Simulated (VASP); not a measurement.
Input:

```
CdSe
1.0
    0.00000     3.10302     3.10302
    3.10302     0.00000     3.10302
    3.10302     3.10302     0.00000
Cd Se
1 1
Direct
  0.00000   0.00000   0.00000
  0.25000   0.25000   0.25000
```

Level of theory: HSE06 screened hybrid, VASP's PBE PAW potentials (set 64) (plane waves; VASP). Run with 520 eV cut-off, 6×6×6 Γ-centred mesh, Gaussian smearing of 0.050 eV, potentials Cd Se.

**Question.** Give the stress tensor in GPa (positive for a compressed cell).

**Answer.** 
```
-1.29   0.00   0.00
 0.00  -1.29   0.00
 0.00   0.00  -1.29
```
The pressure is its mean diagonal, -1.29 GPa.

The compound is CdSe in the zinc blende structure, whereas wurtzite is the usual form. It was relaxed first, which changed the volume by +8 %. The cell's shape comes from a PBE relaxation.
